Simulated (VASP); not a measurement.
# A slab model of the (0 0 1) face of Ti2Ga, part 5 of 5

Wanted: how the (0 0 1) face of Ti2Ga relaxes, and what it costs to take an electron out. The start is a cell from a database of measured crystal structures.

VASP 6.6.1, plane waves and PAW; the level of theory is named at each step.

So far. Step 4 (Potential and states of the slab): The vacuum level lies 3.11 eV above the Fermi level at the upper face; the two faces differ by 0.81 eV, the step that the slab's dipole of -0.079 e·Å makes. Step 7 (The slab in a field, field -0.2): Energy at zero smearing: -80.18166 eV.

### Step 8. The slab in a field, field -0.1

Level of this step: PBEsol; plane waves and PAW (Ti, Ga) (VASP).

INCAR reads:

```
SYSTEM = Ti2Ga
PREC = Normal
ENCUT = 300
EDIFF = 1E-06
NELM = 120
ISMEAR = 0
SIGMA = 0.05
LREAL = .FALSE.
ALGO = Fast
GGA = PS
NBANDS = 34
LORBIT = 11
LWAVE = .FALSE.
LCHARG = .FALSE.
KPAR = 2
IDIPOL = 3
LDIPOL = .TRUE.
DIPOL = 0.5 0.5 0.489
EFIELD = -0.1
LVHAR = .TRUE.
```

POSCAR reads:

```
Ti2Ga
1.0
    4.5099980207      0.0000000000      0.0000000000
   -2.2549990104      3.9057728569      0.0000000000
    0.0000000000      0.0000000000     24.6250000000
Ti Ga
8 4
Direct
    0.6666666700      0.3333333300      0.3045685300
    0.0000000000      0.0000000000      0.3604060900
    0.3333333300      0.6666666700      0.4162436500
    0.0000000000      0.0000000000      0.4720812200
    0.6666666700      0.3333333300      0.5280449946
    0.0000000000      0.0000000000      0.5838714029
    0.3333333300      0.6666666700      0.6297814043
    0.0000000000      0.0000000000      0.6834000857
    0.3333333300      0.6666666700      0.3045685300
    0.6666666700      0.3333333300      0.4162436500
    0.3333333300      0.6666666700      0.5241537441
    0.6666666700      0.3333333300      0.6431401254
```

KPOINTS reads:

```
Automatic mesh
0
Gamma
6 6 1
0 0 0
```

PAW data sets: Ti and Ga (PBE family, release 64).

Run with:

```
mpirun -np 2 vasp_std
```

Output:

```text
[... set-up lines as in an earlier step ...]
 entering main loop
       N       E                     dE             d eps       ncg     rms          rms(c)
DAV:   1     0.181859646814E+03    0.18186E+03   -0.10291E+04   476   0.650E+02
DAV:   2    -0.661318430064E+02   -0.24799E+03   -0.23507E+03   488   0.191E+02
DAV:   3    -0.951851015285E+02   -0.29053E+02   -0.27922E+02   710   0.634E+01
DAV:   4    -0.964496881984E+02   -0.12646E+01   -0.12536E+01   688   0.167E+01
DAV:   5    -0.964838217515E+02   -0.34134E-01   -0.34092E-01   752   0.229E+00    0.347E+01
RMM:   6    -0.118451989643E+03   -0.21968E+02   -0.12496E+02   884   0.663E+01    0.245E+01
RMM:   7    -0.180986122963E+03   -0.62534E+02   -0.13914E+02   880   0.676E+01    0.327E+01
RMM:   8    -0.993400113073E+02    0.81646E+02   -0.67130E+01   685   0.393E+01    0.229E+01
RMM:   9    -0.902956955115E+02    0.90443E+01   -0.22119E+01   734   0.144E+01    0.198E+01
RMM:  10    -0.896305933941E+02    0.66510E+00   -0.35932E+01   749   0.215E+01    0.190E+01
RMM:  11    -0.848260711845E+02    0.48045E+01   -0.10264E+01   701   0.951E+00    0.160E+01
RMM:  12    -0.818070839492E+02    0.30190E+01   -0.13661E+01   720   0.120E+01    0.774E+00
RMM:  13    -0.806715664466E+02    0.11355E+01   -0.31417E+00   668   0.636E+00    0.531E+00
RMM:  14    -0.803586902606E+02    0.31288E+00   -0.20251E+00   689   0.424E+00    0.343E+00
RMM:  15    -0.803426087233E+02    0.16082E-01   -0.89999E-01   663   0.322E+00    0.345E+00
RMM:  16    -0.802839486511E+02    0.58660E-01   -0.54342E-01   632   0.290E+00    0.258E+00
RMM:  17    -0.801909152735E+02    0.93033E-01   -0.37453E-01   671   0.211E+00    0.173E+00
RMM:  18    -0.802210889898E+02   -0.30174E-01   -0.29502E-01   650   0.190E+00    0.184E+00
RMM:  19    -0.801619063484E+02    0.59183E-01   -0.85960E-02   637   0.116E+00    0.795E-01
RMM:  20    -0.801644572787E+02   -0.25509E-02   -0.61317E-02   674   0.739E-01    0.687E-01
RMM:  21    -0.801649933857E+02   -0.53611E-03   -0.45320E-02   679   0.710E-01    0.634E-01
RMM:  22    -0.801631518685E+02    0.18415E-02   -0.11023E-02   723   0.280E-01    0.460E-01
RMM:  23    -0.801623678558E+02    0.78401E-03   -0.11549E-02   701   0.300E-01    0.290E-01
RMM:  24    -0.801618640567E+02    0.50380E-03   -0.76120E-03   650   0.357E-01    0.189E-01
RMM:  25    -0.801620661404E+02   -0.20208E-03   -0.26099E-03   644   0.181E-01    0.163E-01
RMM:  26    -0.801620656810E+02    0.45945E-06   -0.12080E-03   693   0.763E-02    0.111E-01
RMM:  27    -0.801622877825E+02   -0.22210E-03   -0.37929E-04   638   0.692E-02    0.835E-02
RMM:  28    -0.801622803213E+02    0.74612E-05   -0.22140E-04   633   0.476E-02    0.540E-02
RMM:  29    -0.801624622266E+02   -0.18191E-03   -0.58407E-04   724   0.680E-02    0.509E-02
RMM:  30    -0.801625283606E+02   -0.66134E-04   -0.61666E-05   635   0.223E-02    0.364E-02
RMM:  31    -0.801625647719E+02   -0.36411E-04   -0.53818E-05   641   0.242E-02    0.166E-02
RMM:  32    -0.801626508666E+02   -0.86095E-04   -0.33987E-05   639   0.129E-02    0.599E-03
RMM:  33    -0.801627225134E+02   -0.71647E-04   -0.28099E-05   676   0.123E-02    0.118E-02
RMM:  34    -0.801627461660E+02   -0.23653E-04   -0.68774E-06   540   0.838E-03    0.514E-03
RMM:  35    -0.801627580545E+02   -0.11889E-04   -0.48825E-06   493   0.371E-03    0.334E-03
RMM:  36    -0.801627655721E+02   -0.75176E-05   -0.38940E-06   487   0.442E-03    0.284E-03
RMM:  37    -0.801627670237E+02   -0.14515E-05   -0.15755E-06   395   0.263E-03    0.157E-03
RMM:  38    -0.801627678641E+02   -0.84047E-06   -0.10831E-06   377   0.153E-03
   1 F= -.80162768E+02 E0= -.80155421E+02  d E =-.146934E-01
```

It took 50 s on 2 MPI ranks of Intel Xeon 6975P-C (Granite Rapids), shared host; peak memory 0.43 GiB.

From OUTCAR (step 8):

```text
   NELECT =      44.0000    total number of electrons

 dipolmoment           0.000000      0.000000     -0.201800 electrons x Angstroem

 E-fermi :  -0.5190

 k-point     1 :       0.0000    0.0000    0.0000
  band No.  band energies     occupation
    ...
     20      -1.0391      2.00000
     21      -0.9461      2.00000
     22      -0.9461      2.00000
     23      -0.6941      2.00000
     24      -0.6941      2.00000
     25      -0.3672      0.00002
     26       0.8126      0.00000
     27       0.8588      0.00000
     28       1.0001      0.00000
     29       1.2861      0.00000
    ...

  Total       -7.6233706     -7.6233706     -3.6005910      0.0000000      0.0000000      0.0000000
  in kB      -28.1577562    -28.1577562    -13.2991779      0.0000000      0.0000000      0.0000000
  external PRESSURE =     -23.2048968 kB  Pullay stress =       0.0000000 kB

 POSITION                                       TOTAL-FORCE (eV/Angst)
 -----------------------------------------------------------------------------------
      2.25500      1.30192      7.50000         0.000000     -0.000000      0.635354
      0.00000      0.00000      8.87500         0.000000     -0.000000     -0.026945
     -0.00000      2.60385     10.25000         0.000000     -0.000000     -0.221202
      0.00000      0.00000     11.62500         0.000000     -0.000000     -0.544050
      2.25500      1.30192     13.00311        -0.000000      0.000000     -0.010390
      0.00000      0.00000     14.37783         0.000000     -0.000000     -0.002431
     -0.00000      2.60385     15.50837        -0.000000     -0.000000     -0.003968
      0.00000      0.00000     16.82873         0.000000     -0.000000      0.012861
     -0.00000      2.60385      7.50000         0.000000     -0.000000      0.392977
      2.25500      1.30192     10.25000         0.000000     -0.000000     -0.221976
     -0.00000      2.60385     12.90729         0.000000     -0.000000     -0.004424
      2.25500      1.30192     15.83733        -0.000000      0.000000     -0.005806
 -----------------------------------------------------------------------------------
    total drift:                               -0.000001      0.000001     -0.000223

  FREE ENERGIE OF THE ION-ELECTRON SYSTEM (eV)
  ---------------------------------------------------
  free  energy   TOTEN  =       -80.1627678641 eV

  energy  without entropy=      -80.1480744882  energy(sigma->0) =      -80.15542118

 vacuum level on the upper side and lower side of the slab         3.120         2.822

[... 8 parts as in an earlier step ...]

[... 9 further parts left out ...]
```

This step gave:

| Quantity | Value |
| --- | --- |
| electronic cycles | 38 |
| free energy (TOTEN) | -80.1628 eV |
| energy at zero smearing | -80.1554 eV |
| Fermi energy | -0.519 eV |
| dipole moment | 0, 0, -0.2018 e·Å |

The planar average of the electrostatic potential oscillates, so the rows of the table below give means over windows of 0.5 Å about each position, cut where the curve ends. Its maxima inside the range that stand out by 2 % of the span (Å: eV): 4.67: 3.76, 8.89: -1.33, 10.26: -3.14, 11.63: -1.49, 12.88: -3.38, 14.25: -1.55, 15.85: -3.49, 23.83: 3.64. Its minima: 7.98: -4.28, 9.80: -4.23, 10.72: -4.26, 12.43: -4.43, 13.45: -4.21, 15.28: -4.58, 16.30: -4.47.

Zero at the Fermi level. Planar average of the electrostatic potential against height; means over each step:

height (Å), planar average of the electrostatic potential (eV) and a bar from the least value:
```
      0.0       3.35 ############################
      0.5       3.38 #############################
      1.0       3.43 #############################
      1.5       3.48 #############################
      2.0       3.53 #############################
      2.5       3.58 #############################
      3.0       3.63 ##############################
      3.5       3.68 ##############################
      4.0       3.72 ##############################
      4.5       3.75 ##############################
      5.0       3.74 ##############################
      5.5       3.56 #############################
      6.0       2.90 ###########################
      6.5       0.68 ##################
      7.0      -2.38 #######
      7.5      -3.00 ####
      8.0      -4.01 #
      8.5      -2.26 #######
      9.0      -1.53 ##########
      9.5      -3.43 ###
     10.0      -3.69 ##
     10.5      -3.70 ##
     11.0      -3.46 ###
     11.5      -1.67 #########
     12.0      -2.76 #####
     12.5      -4.16 
     13.0      -3.58 ##
     13.5      -3.88 #
     14.0      -2.06 ########
     14.5      -1.96 ########
     15.0      -3.66 ##
     15.5      -4.11 
     16.0      -3.87 #
     16.5      -3.78 #
     17.0      -1.13 ############
     17.5       0.51 ##################
     18.0       1.89 #######################
     18.5       2.72 ##########################
     19.0       3.03 ###########################
     19.5       3.17 ############################
     20.0       3.24 ############################
     20.5       3.30 ############################
     21.0       3.36 ############################
     21.5       3.41 #############################
     22.0       3.46 #############################
     22.5       3.51 #############################
     23.0       3.56 #############################
     23.5       3.61 #############################
     24.0       3.60 #############################
     24.5       3.44 #############################
```

Force by atom:

```csv
atom,x (eV/Å),y (eV/Å),z (eV/Å),size
Ti1,0.000,0.000,0.635,0.635
Ti2,0.000,0.000,-0.027,0.027
Ti3,0.000,0.000,-0.221,0.221
Ti4,0.000,0.000,-0.544,0.544
Ti5,0.000,0.000,-0.010,0.010
Ti6,0.000,0.000,-0.002,0.002
Ti7,0.000,0.000,-0.004,0.004
Ti8,0.000,0.000,0.013,0.013
Ga9,0.000,0.000,0.393,0.393
Ga10,0.000,0.000,-0.222,0.222
Ga11,0.000,0.000,-0.004,0.004
Ga12,0.000,0.000,-0.006,0.006
```

Energy at zero smearing: -80.15542 eV.

### Step 9. The slab in a field, field 0.1

Edit INCAR of step 8 so:

```diff
@@ -18,3 +18,3 @@
 DIPOL = 0.5 0.5 0.489
-EFIELD = -0.1
+EFIELD = 0.1
 LVHAR = .TRUE.
```

POSCAR is that of step 8.

KPOINTS is that of step 8.

Run with:

```
mpirun -np 2 vasp_std
```

Output:

```text
[... set-up lines as in an earlier step ...]
 entering main loop
       N       E                     dE             d eps       ncg     rms          rms(c)
DAV:   1     0.180965659672E+03    0.18097E+03   -0.10323E+04   476   0.651E+02
DAV:   2    -0.665804623436E+02   -0.24755E+03   -0.23406E+03   496   0.191E+02
DAV:   3    -0.949189372054E+02   -0.28338E+02   -0.26882E+02   704   0.630E+01
DAV:   4    -0.961958680870E+02   -0.12769E+01   -0.12639E+01   712   0.164E+01
[...]
RMM:  36    -0.801470326932E+02   -0.76095E-05   -0.14569E-06   430   0.405E-03    0.215E-03
RMM:  37    -0.801470350775E+02   -0.23844E-05   -0.64671E-07   390   0.242E-03    0.106E-03
RMM:  38    -0.801470359675E+02   -0.88996E-06   -0.33601E-07   348   0.181E-03
   1 F= -.80147036E+02 E0= -.80139857E+02  d E =-.143580E-01
```

Elapsed: 45 s, on 2 MPI ranks; peak memory 0.42 GiB.

OUTCAR, selected parts (step 9):

```text
  Total       -7.6348697     -7.6348697     -3.5886581      0.0000000      0.0000000     -0.0000000
  in kB      -28.2002292    -28.2002292    -13.2551025      0.0000000      0.0000000     -0.0000000
  external PRESSURE =     -23.2185203 kB  Pullay stress =       0.0000000 kB

 POSITION                                       TOTAL-FORCE (eV/Angst)
 -----------------------------------------------------------------------------------
      2.25500      1.30192      7.50000         0.000000      0.000000      0.608152
      0.00000      0.00000      8.87500        -0.000000     -0.000000     -0.017645
     -0.00000      2.60385     10.25000        -0.000000      0.000000     -0.217830
      0.00000      0.00000     11.62500        -0.000000     -0.000000     -0.547538
      2.25500      1.30192     13.00311        -0.000000     -0.000000     -0.006025
      0.00000      0.00000     14.37783         0.000000     -0.000000      0.004404
     -0.00000      2.60385     15.50837         0.000000      0.000000      0.004793
      0.00000      0.00000     16.82873         0.000000     -0.000000     -0.003762
     -0.00000      2.60385      7.50000        -0.000000     -0.000000      0.409748
      2.25500      1.30192     10.25000        -0.000000      0.000000     -0.227357
     -0.00000      2.60385     12.90729         0.000000     -0.000000     -0.003900
      2.25500      1.30192     15.83733        -0.000000     -0.000000     -0.003039
 -----------------------------------------------------------------------------------
    total drift:                               -0.000001      0.000001     -0.000598

  FREE ENERGIE OF THE ION-ELECTRON SYSTEM (eV)
  ---------------------------------------------------
  free  energy   TOTEN  =       -80.1470359675 eV

  energy  without entropy=      -80.1326779809  energy(sigma->0) =      -80.13985697

[... 2 parts as in an earlier step ...]

[... 1 further part left out ...]
[key lines of the parts left out:]
E-fermi :  -0.5416
```

The planar average of the electrostatic potential oscillates, so the rows of the table below give means over windows of 1.37 Å about each position, cut where the curve ends. Its maxima inside the range that stand out by 2 % of the span (Å: eV): 8.9: -1.32, 10.3: -3.14, 11.6: -1.49, 12.9: -3.38, 14.3: -1.55, 15.8: -3.50, 19.5: 2.96. Its minima: 8.0: -4.28, 9.8: -4.23, 10.7: -4.26, 12.4: -4.43, 13.5: -4.21, 15.3: -4.58, 16.3: -4.47, 23.8: 2.58.

Zero at the Fermi level. Table of planar average of the electrostatic potential by height; means over each step:

height (Å), planar average of the electrostatic potential (eV) and a bar from the least value:
```
     0.69       4.43 ##############################
     2.06       4.30 ##############################
     3.43       4.16 #############################
     4.79       3.95 ############################
     6.17       1.92 #####################
     7.54      -3.24 ###
     8.91      -2.23 #######
    10.28      -3.80 #
    11.65      -2.50 ######
    13.02      -3.89 #
    14.39      -2.35 ######
    15.76      -4.09 
    17.12      -0.93 ###########
    18.50       2.52 #######################
    19.86       2.94 #########################
    21.23       2.84 ########################
    22.61       2.70 ########################
    23.98       2.97 #########################
```

Energy at zero smearing: -80.13986 eV.

### Step 10. Comparing the runs

Times are for 2 MPI ranks of Intel Xeon 6975P-C (Granite Rapids), shared host. Results by setting:

```csv
no.,field,electronic cycles,free energy (TOTEN) less the lowest (eV),time,memory (GiB)
1,-0.2,39,0,41 s,0.43
2,-0.1,38,0.02632,50 s,0.43
3,0.1,38,0.04206,45 s,0.42
```

The planar average of the electrostatic potential (-0.2) oscillates, so the rows of the table below give means over windows of 1 Å about each position, cut where the curve ends. Its maxima inside the range that stand out by 2 % of the span (Å: eV): 4.9: 3.65, 8.9: -1.33, 10.3: -3.14, 11.6: -1.49, 12.9: -3.38, 14.3: -1.55, 15.8: -3.49, 23.8: 4.18. Its minima: 8.0: -4.28, 9.8: -4.23, 10.7: -4.26, 12.4: -4.43, 13.5: -4.21, 15.3: -4.58, 16.3: -4.47.

The runs together. The planar average of the electrostatic potential by height; means over each step:

```csv
height (Å),-0.2 (eV),-0.1 (eV),0.1 (eV)
0,2.80,3.36,4.47
1,2.95,3.43,4.40
2,3.15,3.53,4.30
3,3.35,3.63,4.20
4,3.54,3.72,4.09
5,3.63,3.72,3.91
6,2.70,2.72,2.77
7,-1.95,-1.95,-1.95
8,-3.51,-3.51,-3.51
9,-1.91,-1.91,-1.91
10,-3.68,-3.68,-3.68
11,-3.19,-3.19,-3.19
12,-2.83,-2.83,-2.83
13,-3.84,-3.84,-3.84
14,-2.36,-2.36,-2.36
15,-3.49,-3.50,-3.50
16,-3.95,-3.95,-3.96
17,-1.34,-1.34,-1.33
18,1.82,1.81,1.81
19,3.08,3.01,2.89
20,3.40,3.24,2.94
21,3.61,3.35,2.86
22,3.81,3.46,2.76
23,4.01,3.56,2.66
24,3.84,3.57,3.03
```

### Step 11. Putting the energies together

This step: slab, PBEsol; plane waves and PAW (VASP 6.6.1).

Derived from the runs above.

This step gave:

| Item | Value |
| --- | --- |
| surface energy, as cut | 2.257 J/m² |
| relaxation gain | 0.3008 J/m² |
| surface energy, relaxed | 1.956 J/m² |
| polarisability per area of the slab or monolayer | 1.006 Å |

VASP counts both for electrons: a positive EFIELD is a field along -c, and a positive dipole, in electrons times A, points along -c. Field, by row:

```csv
EFIELD (eV/Å),dipole along z (e Å),energy change (eV)
-0.2,-0.3248,-0.04018
-0.1,-0.2018,-0.01394
0,-0.07873,0
0.1,0.04461,0.001624
```

The surface energy as cut is the slab's energy at the first step, less 12 times the bulk energy an atom (-7.0645 eV), over twice the area of 17.61 Å².

The polarisability is the slope of the dipole against the field, as a volume for each unit of area.

### Step 12. Outcome

| Item | Value |
| --- | --- |
| surface energy, relaxed | 1.96 J/m² |
| surface energy, as cut | 2.26 J/m² |
| work function of the slab | 3.11 eV |
| polarisability per area of the slab or monolayer | 1.01 Å |

The work function is 3.11 eV at the upper face and 3.91 eV at the lower, which was held as cut. The surface costs 1.96 J/m²; for a metal this figure can move by about 0.1 J/m² with the k mesh. Relaxing the upper layers lowers the surface energy from 2.26 to 1.96 J/m². The value as cut is the mean over both faces, and the gain of the relaxation is booked to the faces that were free. The atom that ends on top (Ti) moved inwards by 0.30 Å. The two faces are unlike, so this surface energy mixes both and is that of neither alone. The cell in the plane was kept as given and was not relaxed here.

[Lines on the potential files, build, host, timing and source positions are cut from VASP's logs without a mark.]

[Logs are printed without paths, hosts, clocks, repeated set-up lines and the standing remarks that a program may print on its own settings, such as how far it seeks lower states.]

[Hosts, paths, dates, database ids (printed as entryN), source tags and the programs' standing remarks are cut or masked in the printed files.]

[In band tables of VASP the shares of atoms and orbitals are scaled to a sum of 1 inside the atoms' spheres.]

[Runs that stopped without an error message from VASP are left out.]
